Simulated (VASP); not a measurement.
Data:

```
CELL_PARAMETERS angstrom
      1.88241     1.08681     5.61530
     -1.88241     1.08681     5.61530
      0.00000    -2.17362     5.61530
ATOMIC_POSITIONS crystal
  Cd 0.00000 0.00000 0.00000
  Cl 0.75117 0.75117 0.75117
  Cl 0.24883 0.24883 0.24883
```

Method: LDA (Ceperley-Alder, Perdew-Zunger), VASP's LDA PAW potentials (set 64) (plane waves; VASP). Numerical set-up: 400 eV cut-off, 9×9×9 Γ-centred mesh, Gaussian smearing of 0.010 eV, potentials Cd Cl.

Give the direction-averaged independent-particle dielectric function (no local fields, no excitons; a broadening of 0.1 eV leaves a tail below the gap, and fine structure carries the noise of the k-mesh).

```json
[
 {"ħω (eV)": "0.00", "ε₁": "4.19", "ε₂": "0.00"},
 {"ħω (eV)": "0.30", "ε₁": "4.20", "ε₂": "0.00"},
 {"ħω (eV)": "0.70", "ε₁": "4.22", "ε₂": "0.01"},
 {"ħω (eV)": "1.10", "ε₁": "4.26", "ε₂": "0.01"},
 {"ħω (eV)": "1.40", "ε₁": "4.31", "ε₂": "0.02"},
 {"ħω (eV)": "1.80", "ε₁": "4.39", "ε₂": "0.02"},
 {"ħω (eV)": "2.20", "ε₁": "4.50", "ε₂": "0.03"},
 {"ħω (eV)": "2.50", "ε₁": "4.61", "ε₂": "0.04"},
 {"ħω (eV)": "2.90", "ε₁": "4.80", "ε₂": "0.06"},
 {"ħω (eV)": "3.30", "ε₁": "5.08", "ε₂": "0.09"},
 {"ħω (eV)": "3.70", "ε₁": "5.48", "ε₂": "0.22"},
 {"ħω (eV)": "4.00", "ε₁": "5.73", "ε₂": "0.72"},
 {"ħω (eV)": "4.40", "ε₁": "6.10", "ε₂": "0.85"},
 {"ħω (eV)": "4.80", "ε₁": "6.06", "ε₂": "1.53"},
 {"ħω (eV)": "5.10", "ε₁": "6.18", "ε₂": "1.71"},
 {"ħω (eV)": "5.50", "ε₁": "7.05", "ε₂": "2.15"},
 {"ħω (eV)": "5.90", "ε₁": "7.17", "ε₂": "4.13"},
 {"ħω (eV)": "6.30", "ε₁": "6.69", "ε₂": "5.73"},
 {"ħω (eV)": "6.60", "ε₁": "4.54", "ε₂": "7.02"},
 {"ħω (eV)": "7.00", "ε₁": "3.09", "ε₂": "5.56"},
 {"ħω (eV)": "7.40", "ε₁": "2.25", "ε₂": "5.91"},
 {"ħω (eV)": "7.70", "ε₁": "2.19", "ε₂": "6.37"},
 {"ħω (eV)": "8.10", "ε₁": "0.25", "ε₂": "4.63"},
 {"ħω (eV)": "8.50", "ε₁": "1.44", "ε₂": "2.95"},
 {"ħω (eV)": "8.90", "ε₁": "2.34", "ε₂": "3.72"},
 {"ħω (eV)": "9.20", "ε₁": "2.21", "ε₂": "4.38"},
 {"ħω (eV)": "9.60", "ε₁": "1.43", "ε₂": "5.02"},
 {"ħω (eV)": "10.00", "ε₁": "0.20", "ε₂": "4.55"},
 {"ħω (eV)": "10.30", "ε₁": "0.28", "ε₂": "4.04"},
 {"ħω (eV)": "10.70", "ε₁": "0.15", "ε₂": "3.86"},
 {"ħω (eV)": "11.10", "ε₁": "-0.27", "ε₂": "3.56"},
 {"ħω (eV)": "11.50", "ε₁": "-0.54", "ε₂": "3.23"}
]
```
ε₂ peaks at 6.5 eV (height 7.0), 7.7 eV (height 6.4), 9.6 eV (height 5.0); ε₁(0) averages 4.19, so the electronic refractive index below the gap tends to √4.19 = 2.05.

The structure comes from a computed database's CdCl2 entry (R-3m); how it stands against other phases isn't given here. It was relaxed first, which changed the volume by -12 %.
